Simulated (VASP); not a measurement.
Input of a VASP 6.6.1 run:

INCAR

```
SYSTEM = AlIF2
PREC     = Accurate       ! precision mode
ENCUT    = 520            ! plane-wave cutoff, eV
EDIFF    = 1E-7           ! SCF threshold, eV
ISMEAR   = 0              ! smearing method
SIGMA    = 0.01           ! smearing width, eV
LREAL    = .FALSE.        ! projectors in reciprocal space
LASPH    = .TRUE.         ! aspherical terms in the spheres
NELM     = 80             ! most SCF steps
ALGO     = Fast           ! electronic algorithm
ISIF     = 2              ! what is computed and relaxed
LWAVE    = .FALSE.        ! write WAVECAR
LCHARG   = .TRUE.         ! write CHGCAR
GGA      = RP             ! functional
IVDW     = 12             ! dispersion correction
LELF     = .TRUE.         ! ELF
LVHAR    = .TRUE.       
LVACPOTAV= .TRUE.
```

Contents of KPOINTS:

```
Automatic mesh
0
G
  1 1 1
  0 0 0
```

Contents of POSCAR:

```
AlIF2
1.0
   12.0000000000      0.0000000000      0.0000000000
    0.0000000000     12.0000000000      0.0000000000
    0.0000000000      0.0000000000     12.0000000000
F Al I
2 1 1
Direct
    0.6113416700      0.5773375000      0.5991041700
    0.5422000000      0.3817291700      0.4910291700
    0.5291916700      0.5159291700      0.5096291700
    0.3908250000      0.6217708300      0.4065625000
```

Potentials or basis: VASP PAW PBE potentials, release 64 (F, Al, I).

Launch:

```console
$ cat potpaw_PBE.64/F/POTCAR potpaw_PBE.64/Al/POTCAR potpaw_PBE.64/I/POTCAR > POTCAR
$ mpirun -np 1 vasp_gam > vasp.out
```

Q: Estimate the largest force.

A: 0.828 eV/Å.

Q: Predict the dispersion energy per atom.

A: -0.177 eV.

Forces in eV/Å, atoms in the order of the input:
```
F    0.493  0.386  0.540
F    0.067 -0.816 -0.122
Al  -0.496  0.380 -0.370
I   -0.064  0.050 -0.048
```

Caveat: the PAW data sets were made with another functional, which shifts forces and pressure a little.
